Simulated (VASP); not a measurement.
All values below come from PBE GGA, VASP's PBE PAW potentials (set 64) (plane waves; VASP).

Input for VASP

File POSCAR:
```
Ni3Si
1
    3.3814037958    -0.0000000000    -0.0000000000
    0.0000000000     3.3814037958    -0.0000000000
    0.0000000000     0.0000000000     3.3814037958
Si Ni
1 3
Direct
  0.0000000000   0.0000000000   0.0000000000
  0.0000000000   0.5000000000   0.5000000000
  0.5000000000   0.0000000000   0.5000000000
  0.5000000000   0.5000000000   0.0000000000
```

### KPOINTS
```
Automatic mesh
0
G
 9 9 9
```

**INCAR**
```
! general
SYSTEM =Ni3Si
PREC   =Accurate
ENCUT  =500
LREAL  =F
LASPH  =T

! electronic loop
EDIFF  =1E-6
NELM   =100
ALGO   =Normal
LMAXMIX=4

! smearing
ISMEAR =1
SIGMA  =0.1

! functional
GGA    =PE

! ions
IBRION =2
NSW    =40
ISIF   =3
EDIFFG =-0.02
PSTRESS=300

! output
LWAVE  =F
LCHARG =F
```

POTCAR, in this order: Si Ni (PBE.64 set). Program: vasp_std.

The resulting files:

File OSZICAR:
```
       N       E                     dE             d eps       ncg     rms          rms(c)
DAV:   1     0.201474820998E+03    0.20147E+03   -0.15345E+04  1478   0.216E+03
DAV:   2    -0.157530028806E+02   -0.21723E+03   -0.20931E+03  1470   0.377E+02
DAV:   3    -0.268993066873E+02   -0.11146E+02   -0.10760E+02  1585   0.113E+02
DAV:   4    -0.271411339391E+02   -0.24183E+00   -0.24124E+00  1750   0.150E+01
DAV:   5    -0.271489801938E+02   -0.78463E-02   -0.78457E-02  1792   0.256E+00    0.222E+01
DAV:   6    -0.260994286143E+02    0.10496E+01   -0.49993E+01  1684   0.119E+02    0.149E+01
DAV:   7    -0.234096532794E+02    0.26898E+01   -0.14129E+01  1623   0.644E+01    0.525E+00
DAV:   8    -0.233265958835E+02    0.83057E-01   -0.55540E-01  1666   0.696E+00    0.153E+00
DAV:   9    -0.233099477091E+02    0.16648E-01   -0.30241E-02  2029   0.252E+00    0.579E-01
DAV:  10    -0.233078663875E+02    0.20813E-02   -0.38019E-03  1955   0.495E-01    0.196E-01
DAV:  11    -0.233076769106E+02    0.18948E-03   -0.53415E-04  2237   0.295E-01    0.563E-02
DAV:  12    -0.233076593290E+02    0.17582E-04   -0.80205E-05  1721   0.116E-01    0.150E-02
DAV:  13    -0.233076591589E+02    0.17000E-06   -0.60034E-06  1583   0.191E-02
   1 F= -.16068272E+02 E0= -.16068403E+02  d E =-.160683E+02
```

**OUTCAR**
```
------------------------ aborting loop because EDIFF is reached ----------------------------------------
  FORCE on cell =-STRESS in cart. coord.  units (eV):
  Direction    XX          YY          ZZ          XY          YZ          ZX
  --------------------------------------------------------------------------------------
  Total        7.1890290      7.1890290      7.1890290     -0.0000000      0.0000000      0.0000000
  in kB      297.9131768    297.9131768    297.9131768     -0.0000000      0.0000000      0.0000000
  external PRESSURE =      -2.0868232 kB  Pullay stress =     300.0000000 kB
  volume of cell :       38.66
      direct lattice vectors                 reciprocal lattice vectors
     3.381403796  0.000000000  0.000000000     0.295735162  0.000000000  0.000000000
     0.000000000  3.381403796  0.000000000     0.000000000  0.295735162  0.000000000
     0.000000000  0.000000000  3.381403796     0.000000000  0.000000000  0.295735162
 POSITION                                       TOTAL-FORCE (eV/Angst)
 -----------------------------------------------------------------------------------
      0.00000      0.00000      0.00000         0.000000      0.000000      0.000000
      0.00000      1.69070      1.69070         0.000000      0.000000      0.000000
      1.69070      0.00000      1.69070         0.000000      0.000000      0.000000
      1.69070      1.69070      0.00000         0.000000      0.000000      0.000000
 -----------------------------------------------------------------------------------
    total drift:                                0.000000      0.000000      0.000000
  FREE ENERGIE OF THE ION-ELECTRON SYSTEM (eV)
  ---------------------------------------------------
  free  energy   TOTEN  =       -23.3076591589 eV

  energy  without entropy=      -23.3080513718  energy(sigma->0) =      -23.30778990
  enthalpy is  TOTEN    =       -16.0682723878 eV   P V=        7.2393867711

 reached required accuracy - stopping structural energy minimisation
```
(Selected blocks of OUTCAR.)

The compound is Ni3Si in the L1_2 structure. It was relaxed first under an external pressure of 30 GPa. The run is not spin-polarised, so no magnetic state was tried.
